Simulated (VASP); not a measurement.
All values below come from RPBE GGA, VASP's PBE PAW potentials (set 64) (plane waves; VASP).

VASP input:

INCAR:
```
# general
SYSTEM =Tm
PREC   =Accurate
ENCUT  =520
LREAL  =F
LASPH  =T

# electronic loop
EDIFF  =1E-7
NELM   =100
ALGO   =Normal
LMAXMIX=6

# smearing
ISMEAR =1
SIGMA  =0.1

# functional
GGA    =RP

# ions
IBRION =2
NSW    =30
ISIF   =4
EDIFFG =-0.01

# output
LWAVE  =F
LCHARG =F
```

**POSCAR**
```
Tm
1
    1.8373365558    -3.1823603411     0.0000000000
    1.8373365558     3.1823603411     0.0000000000
    0.0000000000     0.0000000000     5.7285926657
Tm
2
Direct
  0.3333330000   0.6666670000   0.2500000000
  0.6666670000   0.3333330000   0.7500000000
```

### KPOINTS
```
Automatic mesh
0
gamma
 12 12 7
```

POTCAR, in this order: Tm_3 (PBE.64 set). Program: vasp_std.

The resulting files:

### OUTCAR
```
 ion  position               nearest neighbor table
   1  0.333  0.667  0.250-   2 3.56   2 3.56   2 3.56   2 3.56   2 3.56   2 3.56
   2  0.667  0.333  0.750-   1 3.56   1 3.56   1 3.56   1 3.56   1 3.56   1 3.56
  LATTYP: Found a hexagonal cell.
 ALAT       =     3.6746731773
 C/A-ratio  =     1.5589393639
 Subroutine PRICEL returns:
 Original cell was already a primitive cell.
 Subroutine GETGRP returns: Found 24 space group operations
The static configuration has the point symmetry D_3d.
 The point group associated with its full space group is D_6h.
The dynamic configuration has the point symmetry D_3d.
 Subroutine INISYM returns: Found 24 space group operations
 Subroutine IBZKPT returns following result:
 Found     76 irreducible k-points:

 Following reciprocal coordinates:
            Coordinates               Weight
  0.000000  0.000000  0.000000      1.000000
  0.083333  0.000000  0.000000      6.000000
  0.166667  0.000000  0.000000      6.000000
  0.250000  0.000000  0.000000      6.000000
  0.333333 -0.000000  0.000000      6.000000
  0.416667  0.000000  0.000000      6.000000
  0.500000  0.000000  0.000000      3.000000
...
```

File OSZICAR:
```
       N       E                     dE             d eps       ncg     rms          rms(c)
DAV:   1     0.618984233329E+02    0.61898E+02   -0.85002E+03  1984   0.129E+03
DAV:   2    -0.405947790794E+01   -0.65958E+02   -0.64799E+02  2051   0.390E+02
DAV:   3    -0.813647244204E+01   -0.40770E+01   -0.38340E+01  3221   0.600E+01
DAV:   4    -0.827275751684E+01   -0.13629E+00   -0.13269E+00  3094   0.887E+00
DAV:   5    -0.827500227473E+01   -0.22448E-02   -0.22435E-02  2899   0.110E+00    0.221E+01
DAV:   6    -0.826531176287E+01    0.96905E-02   -0.42718E-02  3124   0.245E+00    0.132E+01
DAV:   7    -0.827816021278E+01   -0.12848E-01   -0.78407E-02  3031   0.326E+00    0.385E-01
DAV:   8    -0.827813167754E+01    0.28535E-04   -0.46079E-03  2601   0.600E-01    0.100E-01
DAV:   9    -0.827817183908E+01   -0.40162E-04   -0.29985E-04  3226   0.182E-01    0.353E-02
DAV:  10    -0.827816367883E+01    0.81602E-05   -0.50123E-05  2974   0.660E-02    0.504E-02
DAV:  11    -0.827816491240E+01   -0.12336E-05   -0.65905E-06  2544   0.233E-02    0.176E-03
DAV:  12    -0.827816522357E+01   -0.31117E-06   -0.50855E-07  2299   0.745E-03    0.722E-04
DAV:  13    -0.827816524615E+01   -0.22583E-07   -0.25154E-08  1488   0.199E-03
   1 F= -.82781652E+01 E0= -.82781703E+01  d E =-.827817E+01
       N       E                     dE             d eps       ncg     rms          rms(c)
DAV:   1    -0.827822983289E+01   -0.64609E-04   -0.20254E-03  2221   0.354E-01    0.353E-02
DAV:   2    -0.827820173381E+01    0.28099E-04   -0.70255E-05  2991   0.107E-01    0.200E-02
DAV:   3    -0.827818703521E+01    0.14699E-04   -0.16077E-05  2923   0.398E-02    0.101E-02
DAV:   4    -0.827818727339E+01   -0.23818E-06   -0.32474E-06  2879   0.146E-02    0.453E-03
DAV:   5    -0.827818733751E+01   -0.64121E-07   -0.71069E-08  1397   0.331E-03
   2 F= -.82781873E+01 E0= -.82781915E+01  d E =-.220914E-04
```

**OUTCAR**
```
------------------------ aborting loop because EDIFF is reached ----------------------------------------
  FORCE on cell =-STRESS in cart. coord.  units (eV):
  Direction    XX          YY          ZZ          XY          YZ          ZX
  --------------------------------------------------------------------------------------
  Total       -0.8783470     -0.8783471     -0.8983742      0.0000000     -0.0000000     -0.0000000
  in kB      -21.0068394    -21.0068404    -21.4858148      0.0000000     -0.0000000     -0.0000000
  external PRESSURE =     -21.1664982 kB  Pullay stress =       0.0000000 kB
  volume of cell :       66.99
      direct lattice vectors                 reciprocal lattice vectors
     1.837987210 -3.183487303 -0.000000000     0.272036714 -0.157060466  0.000000000
     1.837987210  3.183487303  0.000000000     0.272036714  0.157060466 -0.000000000
     0.000000000  0.000000000  5.724537506     0.000000000 -0.000000000  0.174686601
 POSITION                                       TOTAL-FORCE (eV/Angst)
 -----------------------------------------------------------------------------------
      1.83799      1.06116      1.43113        -0.000000     -0.000000      0.000000
      1.83799     -1.06116      4.29340         0.000000      0.000000      0.000000
 -----------------------------------------------------------------------------------
    total drift:                               -0.000003      0.000077     -0.000011
  FREE ENERGIE OF THE ION-ELECTRON SYSTEM (eV)
  ---------------------------------------------------
  free  energy   TOTEN  =        -8.2781873375 eV

  energy  without entropy=       -8.2781998418  energy(sigma->0) =       -8.27819151

 reached required accuracy - stopping structural energy minimisation
```
(Selected blocks of OUTCAR.)

**CONTCAR**
```
Tm
   1.00000000000000
     1.8379872095937755   -3.1834873033710234   -0.0000000000000000
     1.8379872095937755    3.1834873033710234    0.0000000000000000
     0.0000000000000000    0.0000000000000000    5.7245375063119601
  Tm
     2
Direct
     0.3333330000000032    0.6666669999999968    0.2500000000000000
     0.6666669999999968    0.3333330000000032    0.7500000000000000
```

The 4f electrons are frozen in the core of the lanthanide potential, so 4f levels, which can set the real gap, and their magnetism are missing.

The compound is Tm in the hcp structure. This cell is one point of a volume scan, at 1.06 of the reference volume. Symmetry was kept, so distortions that lower it aren't found.
